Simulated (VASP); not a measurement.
Level of theory: r2SCAN+rVV10, VASP's PBE PAW potentials (set 64) (plane waves; VASP).

A VASP calculation is set up with these files.

File POSCAR:
```
NiAl
1
    2.8900000000     0.0000000000     0.0000000000
    0.0000000000     2.8900000000     0.0000000000
    0.0000000000     0.0000000000     2.8900000000
Al Ni
1 1
Direct
  0.5000000000   0.5000000000   0.5000000000
  0.0000000000   0.0000000000   0.0000000000
```

INCAR:
```
ALGO = Normal
BPARAM = 11.95
CPARAM = 0.0093
EDIFF = 1E-6
EDIFFG = -0.01
ENCUT = 520
IBRION = 2
ISIF = 3
ISMEAR = 1
LASPH = T
LCHARG = F
LMAXMIX = 4
LMIXTAU = T
LREAL = F
LUSE_VDW = T
LWAVE = F
METAGGA = R2SCAN
NELM = 100
NSW = 60
PREC = Accurate
SIGMA = 0.1
SYSTEM = NiAl
```

KPOINTS:
```
Automatic mesh
0
Gamma
11 11 11
0 0 0
```

POTCAR, in this order: Al Ni (PBE.64 set). Program: vasp_std.

Question: What will the output report for the number of irreducible k-points (NKPTS), largest plane-wave count, number of space-group operations, FFT grid (NGX, NGY, NGZ)?

Answer: 
The number of irreducible k-points (NKPTS) is 56, the largest plane-wave count is 665 and the number of space-group operations comes out as 48. The FFT grid (NGX, NGY, NGZ) is 24 × 24 × 24.

The compound is NiAl in the CsCl type structure. This run relaxes it. Symmetry was kept, so distortions that lower it aren't found. The run is not spin-polarised, so no magnetic state was tried. The electron count is odd and the run is not spin-polarised, which forces a metal.
